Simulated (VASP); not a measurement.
An input for Ansatz (written as the equivalent of a VASP run, and not itself run):

Ansatz 0.2 input:
```yaml
crystal:
  lattice:
    - [4.6830179, 0.0000000, 0.0000000]
    - [0.0000000, 4.6830179, 0.0000000]
    - [0.0000000, 0.0000000, 3.1821803]
  atoms:
    - { symbol: Sn, position: [0.0000000, 0.0000000, 0.0000000] }
    - { symbol: Sn, position: [0.5000000, 0.5000000, 0.5000000] }
    - { symbol: O, position: [0.3056825, 0.3056825, 0.0000000] }
    - { symbol: O, position: [0.8056825, 0.1943175, 0.5000000] }
    - { symbol: O, position: [0.1943175, 0.8056825, 0.5000000] }
    - { symbol: O, position: [0.6943175, 0.6943175, 0.0000000] }
kpoints:
  mp_grid: { grid: [5, 5, 7] }
hamiltonian:
  xc: lda
  pseudopotentials: { kind: paw }
scf:
  occupations: { method: gaussian, width: 0.05 }
  max_iter: 100
relax:
  max_steps: 40
  f_tol: 0.02
  cell: { p_target: 5 }
output: { forces: true, stress: true, eigenvalues: true }
```

Question: Translate this input to VASP (INCAR, KPOINTS, POSCAR, choice of POTCAR).

Answer: One answer among several that fit: 
**INCAR**
```
SYSTEM = SnO2
PREC = Accurate; ENCUT = 620; LREAL = .FALSE.
LASPH = .TRUE.
EDIFF = 1E-6; NELM = 100; ALGO = Normal
LMAXMIX = 4
ISMEAR = 0; SIGMA = 0.05
IBRION = 2; NSW = 40; ISIF = 3
EDIFFG = -0.02; PSTRESS = 50
LWAVE = .FALSE.; LCHARG = .FALSE.
```

POSCAR:
```
SnO2
1
    4.6830178970     0.0000000000     0.0000000000
   -0.0000000000     4.6830178970     0.0000000000
    0.0000000000     0.0000000000     3.1821802934
Sn O
2 4
Direct
  0.0000000000   0.0000000000   0.0000000000
  0.5000000000   0.5000000000   0.5000000000
  0.3056825434   0.3056825434   0.0000000000
  0.8056825434   0.1943174566   0.5000000000
  0.1943174566   0.8056825434   0.5000000000
  0.6943174566   0.6943174566   0.0000000000
```

File KPOINTS:
```
kpoints
0
gamma
5 5 7
0 0 0
```

POTCAR, in this order: Sn_d O (LDA.64 set). Program: vasp_std.

The two are equivalent in intent, not identical: each code has its own PAW files, so the cut-off isn't converted (ENCUT is set for VASP's; basis.ecutwfc is left out, and Ansatz then takes the one that its files recommend); Ansatz stops its SCF on the density residual and VASP on the energy change (EDIFF); Ansatz's lda is the Perdew-Wang form, while the LDA potentials of VASP carry Perdew-Zunger's.

The compound is SnO2 in the rutile structure. It was relaxed first under an external pressure of 5 GPa.
